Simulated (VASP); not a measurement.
An input for Ansatz (written as the equivalent of a VASP run, and not itself run):

Ansatz 0.2 input:
```yaml
crystal:
  lattice:
    - [-2.8630230, 2.8630230, 5.0571720]
    - [2.8630230, -2.8630230, 5.0571720]
    - [2.8630230, 2.8630230, -5.0571720]
  atoms:
    - { symbol: Zn, position: [0.7500000, 0.2500000, 0.5000000] }
    - { symbol: Zn, position: [0.0000000, 0.0000000, 0.0000000] }
    - { symbol: Cl, position: [0.1076300, 0.1250000, 0.4826300] }
    - { symbol: Cl, position: [0.8750000, 0.3576300, 0.9826300] }
    - { symbol: Cl, position: [0.6423700, 0.6250000, 0.5173700] }
    - { symbol: Cl, position: [0.3750000, 0.8923700, 0.0173700] }
kpoints:
  mp_grid: { grid: [1, 1, 1] }
hamiltonian:
  xc: pbesol
  pseudopotentials: { kind: paw }
scf:
  occupations: { method: gaussian, width: 0.01 }
  max_iter: 100
output: { forces: true, stress: true, eigenvalues: true }
```

Problem. Write the VASP files for the same calculation (PBEsol).

Solution. This is not unique; one that fits is 
**INCAR**
```
! general
SYSTEM  = ZnCl2
PREC    = Accurate
ENCUT   = 300
LREAL   = F
LASPH   = T

! electronic loop
EDIFF   = 1E-6
NELM    = 100
ALGO    = Normal
LMAXMIX = 4

! smearing
ISMEAR  = 0
SIGMA   = 0.01

! functional
GGA     = PS

! ions
ISIF    = 2

! output
LWAVE   = F
LCHARG  = F
```

### KPOINTS
```
Automatic
0
gamma
1 1 1
```

### POSCAR
```
ZnCl2
1
   -2.8630230000     2.8630230000     5.0571720000
    2.8630230000    -2.8630230000     5.0571720000
    2.8630230000     2.8630230000    -5.0571720000
Zn Cl
2 4
Direct
  0.7500000000   0.2500000000   0.5000000000
  0.0000000000   0.0000000000   0.0000000000
  0.1076300000   0.1250000000   0.4826300000
  0.8750000000   0.3576300000   0.9826300000
  0.6423700000   0.6250000000   0.5173700000
  0.3750000000   0.8923700000   0.0173700000
```

POTCAR, in this order: Zn Cl (PBE.64 set). Program: vasp_std.

The two are equivalent in intent, not identical: each code has its own PAW files, so the cut-off isn't converted (ENCUT is set for VASP's; basis.ecutwfc is left out, and Ansatz then takes the one that its files recommend); Ansatz stops its SCF on the density residual and VASP on the energy change (EDIFF).

The structure comes from a computed database's ZnCl2 entry (I-42d); how it stands against other phases isn't given here. The cell was not relaxed at this level. The k-mesh is coarse (spacing up to 1.55 per Å, 2π included), so the numbers may not be converged in it. The run is one of a series of settings (KPOINTS 1×1×1 Γ-centred mesh against the base run), some of them coarse on purpose.
